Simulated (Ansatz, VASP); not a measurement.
**CsRu: VASP beside Ansatz**

INCAR

```
SYSTEM = CsRu
PREC = Accurate
ENCUT = 520
EDIFF = 1E-6
ISMEAR = 0
SIGMA = 0.1
LREAL = .FALSE.
LASPH = .TRUE.
NELM = 80
ALGO = Fast
ISIF = 2
LWAVE = .FALSE.
LCHARG = .FALSE.
GGA = PE
NBANDS = 18
```

The input KPOINTS:

```
regular mesh
0
G
  6 6 6
  0 0 0
```

File POSCAR:

```
CsRu
1.0
    3.9147181101      0.0000000000      0.0000000000
    0.0000000000      3.9147181101      0.0000000000
    0.0000000000      0.0000000000      3.9147181101
Cs Ru
1 1
Direct
    0.0000000000      0.0000000000      0.0000000000
    0.5000000000      0.5000000000      0.5000000000
```

Input for Ansatz:

```yaml
crystal:
  lattice:
    - [3.9147181101, 0.0, 0.0]
    - [0.0, 3.9147181101, 0.0]
    - [0.0, 0.0, 3.9147181101]
  atoms:
    - { symbol: Cs, position: [0.0, 0.0, 0.0] }
    - { symbol: Ru, position: [0.5, 0.5, 0.5] }
basis:
  ecutwfc: 420
kpoints:
  mp_grid: { grid: [6, 6, 6] }
hamiltonian:
  xc: pbe
scf:
  occupations: { method: gaussian, width: 0.1 }
  lower_state_search: "off"
output:
  forces: true
  stress: true
  eigenvalues: true
```

Alike in both runs: task single point; functional PBE; k mesh 6 × 6 × 6; occupations gaussian, width 0.1 eV; no spin polarisation.

|  | VASP | Ansatz |
| --- | --- | --- |
| version | VASP 6.6.1 | Ansatz 0.2.0 |
| potentials or method | VASP PAW PBE potentials, release 64 (Cs_sv, Ru_pv) | scalar-relativistic, plane waves, PAW |
| plane-wave cutoff (eV) | 520 | 420 |
| valence electrons in the cell | 23 | 25 |

```csv
,VASP,Ansatz,Ansatz less VASP
gap on the k mesh at the Fermi level (eV),none,none,-
pressure (GPa),-3.2,-3.6,-0.33
```

A gap of «none» marks a metal or a gap that the smearing closes. The two sets of potentials don't hold the same shells in valence.

Spin-orbit coupling is left out, which matters for the levels of Cs.
